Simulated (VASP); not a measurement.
An input for Quantum ESPRESSO's pw.x (written as the equivalent of a VASP run, and not itself run):

```
&CONTROL
  calculation = 'scf'
  pseudo_dir = './pseudo'
  outdir = './out'
  tprnfor = .true.
  tstress = .false.
/
&SYSTEM
  ibrav = 0
  nat = 8
  ntyp = 2
  ecutwfc = 86
  occupations = 'smearing'
  smearing = 'gaussian'
  degauss = 0.000735
  input_dft = 'pbe0'
  nqx1 = 1
  nqx2 = 2
  nqx3 = 2
/
&ELECTRONS
  conv_thr = 7.3e-08
  electron_maxstep = 100
/
ATOMIC_SPECIES
  Sn 118.710 Sn.upf
  Se 78.971 Se.upf
CELL_PARAMETERS angstrom
    11.3798470    0.0000000    0.0000000
     0.0000000    4.0255690    0.0000000
     0.0000000    0.0000000    4.5862080
ATOMIC_POSITIONS crystal
  Sn   0.6187900  0.7500000  0.3765500
  Sn   0.3812100  0.2500000  0.6234500
  Sn   0.8812100  0.2500000  0.8765500
  Sn   0.1187900  0.7500000  0.1234500
  Se   0.1485500  0.2500000  0.5091800
  Se   0.8514500  0.7500000  0.4908200
  Se   0.3514500  0.7500000  0.0091800
  Se   0.6485500  0.2500000  0.9908200
K_POINTS automatic
  1 2 2 1 1 1
```

Task: Translate this input to VASP (INCAR, KPOINTS, POSCAR, choice of POTCAR).

Result: One answer among several that fit: 
INCAR:
```
AEXX=0.25
ALGO=Normal
EDIFF=1E-6
ENCUT=300
GGA=PE
HFRCUT=-1
ISIF=2
ISMEAR=0
ISYM=3
LASPH=T
LCHARG=F
LHFCALC=T
LMAXMIX=4
LREAL=F
LWAVE=F
NELM=100
PREC=Accurate
PRECFOCK=Fast
SIGMA=0.01
SYSTEM=SnSe
```

KPOINTS:
```
Automatic mesh
0
Gamma
1 2 2
0.5 0.5 0.5
```

**POSCAR**
```
SnSe
1.0
 11.3798470000   0.0000000000   0.0000000000
  0.0000000000   4.0255690000   0.0000000000
  0.0000000000   0.0000000000   4.5862080000
Sn Se
4 4
Direct
  0.6187900000   0.7500000000   0.3765500000
  0.3812100000   0.2500000000   0.6234500000
  0.8812100000   0.2500000000   0.8765500000
  0.1187900000   0.7500000000   0.1234500000
  0.1485500000   0.2500000000   0.5091800000
  0.8514500000   0.7500000000   0.4908200000
  0.3514500000   0.7500000000   0.0091800000
  0.6485500000   0.2500000000   0.9908200000
```

POTCAR, in this order: Sn_d Se (PBE.64 set). Program: vasp_std.

Limits of the translation: the potentials are each code's own (VASP's PAW set, PseudoDojo norm-conserving files in pw.x), so ENCUT and ecutwfc are chosen apart and not converted; conv_thr bounds pw.x's estimated SCF error, while EDIFF bounds the energy change between steps; the singularity of exact exchange is treated differently by default.

The structure comes from a computed database's SnSe entry; how it stands against other phases isn't given here. The cell was not relaxed at this level. The k-mesh is coarse (spacing up to 0.78 per Å, 2π included), so the numbers may not be converged in it. The run is one of a series of settings (KPOINTS 1×2×2 Γ-centred mesh shifted by (0.5, 0.5, 0.5) against the base run), some of them coarse on purpose.
